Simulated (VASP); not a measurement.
All values below come from PBEsol GGA, VASP's PBE PAW potentials (set 64) (plane waves; VASP 6.6.1).

The input files of a VASP run:

### KPOINTS
```
K-points
0
gamma
  7 7 7
```

### POSCAR
```
H4BrN
1
    4.0001000000     0.0000000000     0.0000000000
    0.0000000000     4.0001000000     0.0000000000
    0.0000000000     0.0000000000     4.0001000000
H Br N
4 1 1
Direct
  0.1492100000   0.1492100000   0.8507900000
  0.1492100000   0.8507900000   0.1492100000
  0.8507900000   0.8507900000   0.8507900000
  0.8507900000   0.1492100000   0.1492100000
  0.5000000000   0.5000000000   0.5000000000
  0.0000000000   0.0000000000   0.0000000000
```

**INCAR**
```
SYSTEM = H4BrN
LWAVE = .FALSE.
LMAXMIX = 4   # l cut-off of mixed one-centre charges
SIGMA = 0.01
PREC = Accurate
ENCUT = 400
ISMEAR = 0   # Gaussian
NELM = 100
LASPH = .TRUE.
LREAL = .FALSE.   # projection in real space or not
EDIFF = 1E-6
ISIF = 2
LCHARG = .FALSE.
GGA = PS   # PBEsol
ALGO = Normal
```

POTCAR, in this order: H Br N (PBE.64 set). Program: vasp_std.

Output of the run:

### OSZICAR
```
       N       E                     dE             d eps       ncg     rms          rms(c)
DAV:   1     0.590160200414E+02    0.59016E+02   -0.60273E+03   480   0.933E+02
DAV:   2    -0.238944266788E+02   -0.82910E+02   -0.78048E+02   688   0.182E+02
DAV:   3    -0.286862345248E+02   -0.47918E+01   -0.47744E+01   608   0.508E+01
DAV:   4    -0.287290702523E+02   -0.42836E-01   -0.42796E-01   560   0.577E+00
DAV:   5    -0.287295961667E+02   -0.52591E-03   -0.52582E-03   612   0.587E-01    0.825E+00
DAV:   6    -0.271850621187E+02    0.15445E+01   -0.37402E+00   580   0.149E+01    0.407E+00
DAV:   7    -0.271110385317E+02    0.74024E-01   -0.34574E-01   592   0.460E+00    0.252E+00
DAV:   8    -0.271015181881E+02    0.95203E-02   -0.58760E-02   544   0.189E+00    0.302E-01
DAV:   9    -0.271004172599E+02    0.11009E-02   -0.74329E-03   628   0.721E-01    0.116E-01
DAV:  10    -0.271010385895E+02   -0.62133E-03   -0.12819E-03   496   0.308E-01    0.620E-02
DAV:  11    -0.271010492622E+02   -0.10673E-04   -0.35525E-05   624   0.535E-02    0.464E-02
DAV:  12    -0.271010833975E+02   -0.34135E-04   -0.14418E-04   564   0.866E-02    0.158E-02
DAV:  13    -0.271010801939E+02    0.32036E-05   -0.87954E-06   588   0.234E-02    0.528E-03
DAV:  14    -0.271010803785E+02   -0.18456E-06   -0.28957E-07   320   0.518E-03
   1 F= -.27101080E+02 E0= -.27101080E+02  d E =-.367461E-63
```

### OUTCAR
```
------------------------ aborting loop because EDIFF is reached ----------------------------------------
  FORCE on cell =-STRESS in cart. coord.  units (eV):
  Direction    XX          YY          ZZ          XY          YZ          ZX
  --------------------------------------------------------------------------------------
  Total       -0.2284439     -0.2284439     -0.2284439      0.0000000      0.0000000      0.0000000
  in kB       -5.7184405     -5.7184405     -5.7184405      0.0000000      0.0000000      0.0000000
  external PRESSURE =      -5.7184405 kB  Pullay stress =       0.0000000 kB
  volume of cell :       64.00
      direct lattice vectors                 reciprocal lattice vectors
     4.000100000  0.000000000  0.000000000     0.249993750  0.000000000  0.000000000
     0.000000000  4.000100000  0.000000000     0.000000000  0.249993750  0.000000000
     0.000000000  0.000000000  4.000100000     0.000000000  0.000000000  0.249993750
 POSITION                                       TOTAL-FORCE (eV/Angst)
 -----------------------------------------------------------------------------------
      0.59685      0.59685      3.40325         0.331228      0.331228     -0.331228
      0.59685      3.40325      0.59685         0.331228     -0.331228      0.331228
      3.40325      3.40325      3.40325        -0.331228     -0.331228     -0.331228
      3.40325      0.59685      0.59685        -0.331228      0.331228      0.331228
      2.00005      2.00005      2.00005        -0.000000      0.000000      0.000000
      0.00000      0.00000      0.00000        -0.000000      0.000000     -0.000000
 -----------------------------------------------------------------------------------
    total drift:                               -0.000000     -0.000000     -0.000000
  FREE ENERGIE OF THE ION-ELECTRON SYSTEM (eV)
  ---------------------------------------------------
  free  energy   TOTEN  =       -27.1010803785 eV

  energy  without entropy=      -27.1010803785  energy(sigma->0) =      -27.10108038
```
(Selected blocks of OUTCAR.)

File OUTCAR:
```
 val. band max:       -0.4505512617   @ k =   0.4286   0.4286   0.0000

 cond. band min:       3.6515550728   @ k =   0.0000   0.0000   0.0000


 Fermi energy:        -0.3332765248

 k-point     1 :       0.0000    0.0000    0.0000
  band No.  band energies     occupation
      1     -18.6273      2.00000
      2     -13.1144      2.00000
      3      -7.8773      2.00000
      4      -7.8773      2.00000
      5      -7.8773      2.00000
      6      -0.5075      2.00000
      7      -0.5075      2.00000
      8      -0.5075      2.00000
      9       3.6516      0.00000
     10       6.3590      0.00000
     11       6.3590      0.00000
     12       9.3061      0.00000

 k-point     2 :       0.1429    0.0000    0.0000
  band No.  band energies     occupation
      1     -18.6107      2.00000
      2     -13.1236      2.00000
      3      -7.8908      2.00000
      4      -7.8600      2.00000
      5      -7.8600      2.00000
      6      -0.9602      2.00000
      7      -0.5321      2.00000
      8      -0.5321      2.00000
      9       4.1657      0.00000
     10       6.5455      0.00000
     11       6.8385      0.00000
     12       9.2093      0.00000

 k-point     3 :       0.2857    0.0000    0.0000
  band No.  band energies     occupation
      1     -18.5733      2.00000
      2     -13.1464      2.00000
      3      -7.9193      2.00000
      4      -7.8214      2.00000
      5      -7.8214      2.00000
      6      -1.7487      2.00000
      7      -0.5891      2.00000
      8      -0.5891      2.00000
      9       5.2104      0.00000
     10       7.1026      0.00000
     11       7.7897      0.00000
     12       9.0737      0.00000

 k-point     4 :       0.4286    0.0000    0.0000
  band No.  band energies     occupation
      1     -18.5434      2.00000
      2     -13.1671      2.00000
      3      -7.9359      2.00000
      4      -7.7927      2.00000
      5      -7.7927      2.00000
      6      -2.2630      2.00000
...
```

At this cut-off the stress carries a Pulay error, which pulls relaxed volumes low.

The structure comes from a computed database's H4BrN entry (P-43m); how it stands against other phases isn't given here. The cell was not relaxed at this level. The run is one of a series of settings (KPOINTS 7×7×7 Γ-centred mesh against the base run), some of them coarse on purpose.
